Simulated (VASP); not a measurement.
An input for Quantum ESPRESSO's pw.x (written as the equivalent of a VASP run, and not itself run):

```
&CONTROL
  calculation = 'scf'
  pseudo_dir = './pseudo'
  outdir = './out'
  tprnfor = .true.
  tstress = .true.
/
&SYSTEM
  ibrav = 0
  nat = 1
  ntyp = 1
  ecutwfc = 62.5
  occupations = 'tetrahedra'
  input_dft = 'vdw-df2-b86r'
/
&ELECTRONS
  conv_thr = 7.3e-09
  electron_maxstep = 100
/
ATOMIC_SPECIES
  Pb 207.200 Pb.upf
CELL_PARAMETERS angstrom
     0.0000000    2.4899358    2.4899358
     2.4899358   -0.0000000    2.4899358
     2.4899358    2.4899358    0.0000000
ATOMIC_POSITIONS crystal
  Pb   0.0000000  0.0000000  0.0000000
K_POINTS automatic
  14 14 14 0 0 0
```

Problem. Translate this input to VASP (INCAR, KPOINTS, POSCAR, choice of POTCAR).

Solution. This is not unique; one that fits is 
POSCAR:
```
Pb
2.4899360
  0.0000000000   0.9999999162   0.9999999162
  0.9999999162   0.0000000000   0.9999999162
  0.9999999162   0.9999999162   0.0000000000
Pb
1
Direct
  0.0000000000   0.0000000000   0.0000000000
```

**INCAR**
```
! general
SYSTEM  =Pb
PREC    =Accurate
ENCUT   =520
LREAL   =F
LASPH   =T

! electronic loop
EDIFF   =1E-7
NELM    =100
ALGO    =Normal
LMAXMIX =4

! smearing
ISMEAR  =-5

! functional
GGA     =MK
LUSE_VDW=T
AGGAC   =0.0
PARAM1  =0.1234568
PARAM2  =0.7114
ZAB_VDW =-1.8867

! ions
ISIF    =2

! output
LWAVE   =F
LCHARG  =T
LORBIT  =11
NEDOS   =601
```

### KPOINTS
```
Automatic
0
Gamma
14 14 14
0 0 0
```

POTCAR, in this order: Pb_d (PBE.64 set). Program: vasp_std.

Limits of the translation: the potentials are each code's own (VASP's PAW set, PseudoDojo norm-conserving files in pw.x), so ENCUT and ecutwfc are chosen apart and not converted; conv_thr bounds pw.x's estimated SCF error, while EDIFF bounds the energy change between steps.

The compound is Pb in the fcc structure. It was relaxed first.
